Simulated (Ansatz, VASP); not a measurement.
# Pb (Pb(100) film of 3 layers): VASP beside Ansatz

One calculation is typed for both programs; each brings its own data sets. How far apart do they land? The cell is taken from a series of runs on this material, whose earlier steps may have relaxed, scaled, displaced or heated it; both programs get it as it stands.

Main program and level: Ansatz 0.2.0; plane waves, with VASP 6.6.1 beside it; PBE.

### 1. The structure

The cell holds 3 atoms: 3 Pb. Its edges and angles: a = 3.404 Å, b = 3.404 Å, c = 33.700 Å, α = 90.0°, β = 90.0°, γ = 90.0°. It derives from Pb. Vacuum lies along c.

### 2. Ansatz: zone-centre phonons, PBE

Ansatz runs on its default PAW (the set named soft_2) files.

Second derivatives magnify differences that forces hide, and they need a tight electronic threshold.

input.yaml reads:

```yaml
crystal:
  lattice:
    - [3.4036355663, 0.0, 0.0]
    - [0.0, 3.4036355663, 0.0]
    - [0.0, 0.0, 33.699999758]
  atoms:
    - { symbol: Pb, position: [0.0, 0.0, 0.1591966224] }
    - { symbol: Pb, position: [0.5, 0.5, 0.236646886] }
    - { symbol: Pb, position: [0.0, 0.0, 0.3140971496] }
  periodic: [true, true, false]
kpoints:
  mp_grid: { grid: [4, 4, 1] }
hamiltonian:
  xc: pbe
scf:
  occupations: { method: methfessel_paxton, width: 0.2 }
output:
  eigenvalues: true
phonons:
  method: dfpt
  qmesh: [2, 2, 1]
  temperatures: { t_max: 1000, t_step: 50 }
  qpath:
    path: [[0.0, 0.0, 0.0], [0.0, 0.5, 0.0], [0.5, 0.5, 0.0], [0.0, 0.0, 0.0]]
    npoints: 10
```

The run is started by

```sh
ansatz run input.yaml --threads 4 --pin off --max-ram 16384MiB --backend cpu --events-out ev --progress --plain --runs-dir out
```

Numbers of over 12 decimals in the logs are rounded to 6 here.

Output:

```text
Warning: crystal.symmetry: narrowed to the stabiliser of the run's FFT grids — unitary ops 16 → 8. A phonons.method: dfpt run fills in the rows of the dynamical matrix that it does not solve by its symmetry operations, which is exact only for operations that map its FFT grids onto themselves: filled in by any other, the frequencies could depend on the order in which like atoms are typed, or, by more than the grids' own error, on where the crystal sits among the grids' points. Excluded: 8 operations. The run can therefore solve more perturbations, solve them on more k-points, or both, and cost more. [rest of the remark cut]
Engine: ansatz 0.2.0, aarch64-unknown-linux-gnu
Pseudopotentials: kind: paw
Pseudopotential: Pb, paw, valence charge 14, recommended cutoff 420 eV (normal), Pb.paw.azcp
Functional definition: PBE
  parameter kappa = 0.804
  parameter beta = 0.066725
  exchange = pbe_x(kappa = kappa, mu = beta*pi^2/3)
  correlation = pbe_c(beta = beta)
Crystal: 3 atoms, lattice volume = 390.406 Å³
Basis set: ecut = 420 eV, 7605 PW (Γ), exchange–correlation on 48×48×480 points (8 copies of the dense FFT grid, shifted against one another)
Bands: 26, of which v1, the nominal top of the filled ones, is band 21 counted from 1 (20 counted from 0)
Symmetry: 16 space group operations
k-points: 6 of 16 (irreducible under 8 space group operations)
Non-local potential: Pb, projectors of the file, l = 0: 2, l = 1: 2, l = 2: 2, l = 3: 2
PAW form: soft (Blöchl's): semilocal exchange-correlation on the pseudo side does not see the compensation charge
PAW one-centre angular grid: Pb, 590 points (default); XC on 64 Gauss nodes
Initial density: superposition of atomic densities (neutral atoms: chi_scale 0, normalization atom), corrected by the library's trained network
Initial wavefunctions: pseudopotential atomic-orbital guess
Functional: x = pbe(κ = 0.804, μ = 0.219515), c = pbe(β = 0.066725)
SCF iter   1: F=—  HF=-35718.708156 eV  |F-HF|=—  |Δ(HF+E_count)|=         —  Δρ=1.47e-3  dr2=6.20e-2  ethr=1.77e-3  ⟨swp⟩=14.5  Hψ=2410  notcnv=0
automatic band count: the SCF goes on with 31 bands, as 26 were too few: they end inside the smearing window of the response
preconditioner: auto → Resta (q_TF=auto, 1.882 Å⁻¹)  ε∞=1.5  [insulator: Δε(μ)=0.524 eV  Ē_g=17.561 eV  σ=0.200 eV  W_gap=1.07  n_scr=32 (ndim 8)  ℏωp=12.2 eV  f_vac=0.710  D(μ)=-0.28/eV (n_scr^D=0)  ε∞_Penn≈1.5  vacuum switching on, ρ_ref=2.2e-2 e/Å³]
SCF iter   2: F=—  HF=-35718.714490 eV  |F-HF|=—  |Δ(HF+E_count)|=   6.33e-3  S|Δr|=    0.00e0  Δρ=1.44e-3  dr2=1.15e-1  ethr=1.48e-4  ⟨swp⟩=2.8  Hψ=397  notcnv=0  defer=6
SCF iter   3: F=—  HF=-35718.699975 eV  |F-HF|=—  |Δ(HF+E_count)|=   1.45e-2  S|Δr|=    0.00e0  Δρ=4.54e-4  dr2=3.51e-3  ethr=1.48e-4  ⟨swp⟩=3.2  Hψ=301  notcnv=0  defer=6
SCF iter   4: F=—  HF=-35718.699730 eV  |F-HF|=—  |Δ(HF+E_count)|=   2.45e-4  S|Δr|=    0.00e0  Δρ=1.24e-4  dr2=1.08e-4  ethr=8.36e-6  ⟨swp⟩=2.8  Hψ=331  notcnv=0  defer=6
SCF iter   5: F=—  HF=-35718.699740 eV  |F-HF|=—  |Δ(HF+E_count)|=   9.59e-6  S|Δr|=    0.00e0  Δρ=3.66e-5  dr2=6.74e-6  ethr=2.57e-7  ⟨swp⟩=2.5  Hψ=301  notcnv=0  defer=6
SCF iter   6: F=—  HF=-35718.699741 eV  |F-HF|=—  |Δ(HF+E_count)|=   1.24e-6  S|Δr|=    0.00e0  Δρ=1.01e-5  dr2=1.25e-6  ethr=1.60e-8  ⟨swp⟩=3.3  Hψ=381  notcnv=0  defer=6
SCF iter   7: F=—  HF=-35718.699726 eV  |F-HF|=—  |Δ(HF+E_count)|=   1.51e-5  S|Δr|=    0.00e0  Δρ=2.29e-6  dr2=6.37e-8  ethr=2.97e-9  ⟨swp⟩=2.7  Hψ=333  notcnv=0  defer=10
SCF iter   8: F=—  HF=-35718.699726 eV  |F-HF|=—  |Δ(HF+E_count)|=   7.15e-9  S|Δr|=    0.00e0  Δρ=4.42e-7  dr2=8.22e-10  ethr=1.52e-10  ⟨swp⟩=2.8  Hψ=325  notcnv=0  defer=10
SCF iter   9: F=—  HF=-35718.699726 eV  |F-HF|=—  |Δ(HF+E_count)|=   1.40e-9  S|Δr|=    0.00e0  Δρ=1.14e-7  dr2=1.53e-10  ethr=1.96e-12  ⟨swp⟩=3.3  Hψ=405  notcnv=0  defer=10
SCF iter  10: F=-35718.699726 eV  HF=-35718.699726 eV  |F-HF|=2.91e-11  |Δ(HF+E_count)|=  2.18e-11  S|Δr|=    0.00e0  Δρ=2.87e-8  dr2=8.00e-12  ethr=1.00e-12  ⟨swp⟩=21.3  Hψ=1650  notcnv=0
SCF 1 converged in 10 iterations: F = -35718.699726 eV  dr2 = 8.00e-12
  greatest PAW one-centre occupation: 0.979 electrons in one spin orbital (limit 2), on the Pb atom at site 1 (counted from 0), in its partial waves of l = 2
phonons: the bands overlap, so this run is a metal and interpolates without the dipole-dipole term. If the crystal is really an insulator or semiconductor, its LO-TO splitting is missing
NSCF: frozen V_eff on 6 k-points
NSCF: frozen V_eff on 6 k-points
DFPT response loops at q = (0, 0, 0) (fractional): preconditioner auto → none (partly filled bands, converged f_vac=0.708); β = 0.50; Anderson in place of MSR1
NSCF: frozen V_eff on 18 k-points
DFPT response loops at q = (0, -0.5, 0) (fractional): mixed as the last ones told, above
NSCF: frozen V_eff on 12 k-points
DFPT response loops at q = (-0.5, -0.5, 0) (fractional): mixed as the last ones told, above
SCF converged after 10 iterations
Stability not checked: this state was not tested for a lower state beside it, because cold or Methfessel-Paxton smearing, or corrected tetrahedra, fill the levels in a way that the test cannot read (fill_not_monotonic; see scf.lower_state_search)
Free energy (F): -35718.699726 eV
Harris-Foulkes:  -35718.699726 eV  (|F-HF|=2.91e-11)
Internal energy: -35718.713644 eV  (E = F + TS)
E sigma→0 (E₀):  -35718.703205 eV
Entropy (-TS):   0.013918 eV (4.639 meV/atom)
Fermi energy:    -3.664300 eV
Step filling:    the computed levels leave a gap of 0.5393 eV = 2.7 smearing widths at the electron count; against every level under it full and every level over it empty, smearing changes F+E_penalty+E_count by +2.904 meV and its σ→0 estimate by -0.575 meV
--- Per-component energies (eV) ---
  E_band       = -729.989754
  E_kinetic    = 864.286744
  E_local      = -84572.167132  (includes V_loc(G=0)·N_el)
  E_nonlocal   = 1048.746501
  E_hartree    = 41664.646246
  E_xc         = -660.312702
  E_vxc        = -394.779147  (∫ρ·V_xc dr)
  E_paw        = -31217.383638  (= ΣΔE_a)
  E_vpaw       = -1005.369719  (= ΣTr[D̂ρ^β])
  E_aug_tail   = 0.000150  (compensation charges beyond the density's cutoff)
  E_ewald      = 37153.470188
  E_smearing   = 0.013918  (= −TS)
  E_closure    = -0.000000  (closes the sum)
  Σ components = -35718.699726   (vs F -35718.699726, Δ=0.00e0)
--- Band table (eV; the first three rows and the last of 6) ---
  k-point 0: bands = [... 17 lower, -12.0966, -6.4629, -3.8901, -1.2036 (-1.2041°), -0.4892 (-0.4892°), -0.4892 (-0.4892°), -0.2999 (-0.3226°), 0.2689, ... 6 higher]
  k-point 1: bands = [... 17 lower, -11.6020, -5.7171, -5.2823, -3.9637, -2.9628, -1.7989, -0.2129 (-0.2137°), 0.4374 (0.4374°), ... 6 higher]
  k-point 2: bands = [... 17 lower, -11.8788, -7.4202, -6.8877, -6.0055, -3.3508, -1.8415, -1.1188, 1.4440 (1.4440°), ... 6 higher]
  k-point 5: bands = [... 17 lower, -10.0080, -6.2865, -6.2865, -4.9859, -4.9859, -3.1882, -3.1882, -2.5802, ... 6 higher]
  ° read free of the cell's end (the report's vacuum.weakly_bound_levels)
--- Phonons (Γ-DFPT): 6 representative perturbations + reference (Σ response iterations 39) ---
  ASR residual: 8.314e-5 → 0.000e0 eV/Å²; symmetrization residual: 9.498e-5 eV/Å²
  The last average, over the group as it would stand without the narrowing to the FFT grids, took up to 6.851e-7 eV/Å² of the zone centre's force constants
  ASR residual per site (eV/Å²): 1.79e-5 8.31e-5 1.92e-5
  Γ frequencies (cm⁻¹): 0.00 0.00 0.00 25.84 25.84 45.13 45.29 45.29 51.69
--- Phonons (arbitrary-q DFPT): 3 irreducible q on the 2×2×1 mesh ---
  q = [0.0000, 0.0000, 0.0000] (star 1, of the zone-centre solve; hermiticity 1.49e-4, symmetrization 6.38e-11, taken by the last average 5.37e-7): -0.00 -0.00 0.00 25.84 25.84 45.13 45.29 45.29 51.69
  q = [0.0000, -0.5000, 0.0000] (star 2, 9 solved perturbations in 81 linear systems a pass and spin channel, the states on 9 of 16 k-point pairs; hermiticity 3.70e-5, symmetrization 7.24e-14, taken by the last average 1.15e-7): -23.45 27.45 30.24 31.79 35.39 44.50 46.67 85.37 91.43
  q = [-0.5000, -0.5000, 0.0000] (star 1, 6 solved perturbations in 45 linear systems a pass and spin channel, the states on 6 of 16 k-point pairs; hermiticity 2.49e-5, symmetrization 1.07e-10, taken by the last average 4.54e-7): -9.78 45.71 49.49 57.77 57.77 57.80 57.80 95.02 95.02
  sum rule: each row above includes the acoustic sum rule's correction from the zone centre's row sums; it moved no ω² by more than (0.33 cm⁻¹)²
  mesh force constants: q→R imaginary residual 7.46e-18; ASR residual 8.314e-5 → 0.000e0 eV/Å²; symmetrization residual 1.332e-15 eV/Å²
  interpolated dispersion: 31 rows × 9 modes
  density of states and harmonic sums: on the 18×18×1 q-mesh, interpolated from the force constants of a 2×2×1 supercell (no non-analytic term)
  largest difference from the sums on the solved wave vectors: F 3.85e-1 eV, S 4.93e-4 and C_V 1.09e-4 eV/K
  zero-point energy: 0.025459 eV/cell   skipped modes (ω ≤ 0): 18, of them read as no rigid motion or as one in doubt: 15 (2.315e-1 modes/cell left out, lowest -23.45 cm⁻¹)   left out of the sums: 2.67e-2 of the cell's modes: C_V's classical limit lies that fraction below 3 k_B per atom; for a crystal, a wire or a layer, F and S can be off by more, and a phonons.interpolated_qmesh denser along its periods is the remedy for the sampling
```

In the SCF lines HF is the Harris–Foulkes energy and dr2 the Hartree energy of the density residual, in eV; the loop may stop once dr2 is under the threshold and the program's other checks hold. Hψ counts applications of the Hamiltonian.

(Part 1 of 2 ends here.)

[Lines on the potential files, build, host, timing and source positions are cut from VASP's logs without a mark.]

[Logs are printed without paths, hosts, clocks, repeated set-up lines and the standing remarks that a program may print on its own settings, such as how far it seeks lower states.]

[Hosts, paths, dates, database ids (printed as entryN), source tags and the programs' standing remarks are cut or masked in the printed files.]
